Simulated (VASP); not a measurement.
Given:

```yaml
crystal:
  lattice:
    - [3.08675, 0.00000, 0.00000]
    - [0.00000, 3.08675, 0.00000]
    - [0.00000, 0.00000, 3.08675]
  atoms:
    - { symbol: Mo, position: [0.00000, 0.00000, 0.00000] }
    - { symbol: As, position: [0.50000, 0.50000, 0.50000] }
```

Calculation: PBEsol GGA, VASP's PBE PAW potentials (set 64) (plane waves; VASP). Run with 400 eV cut-off, Gaussian smearing of 0.050 eV, potentials Mo_sv As.

**Question.** Give the energies of bands 6 to 12 at the high-symmetry points, in eV from the Fermi level.

**Answer.** 
```
band      Γ      X      M      R
----  -----  -----  -----  -----
6     -3.55  -8.03  -4.83  -6.81
7     -3.55  -2.69  -4.83  -6.81
8      0.53  -2.69  -3.05  -6.81
9      0.53  -2.65  -0.71   2.81
10     0.53   1.25  -0.71   2.81
11     0.98   2.66   1.95   3.66
12     0.98   6.09   2.68   3.66
```

It has no gap at this level: it comes out as a metal or semimetal.

The structure was generated: MoAs was put into the CsCl type type (Pm-3m), which need not be its known phase. It was relaxed first, which changed the volume by -34 %. The electron count is odd and the run is not spin-polarised, which forces a metal.
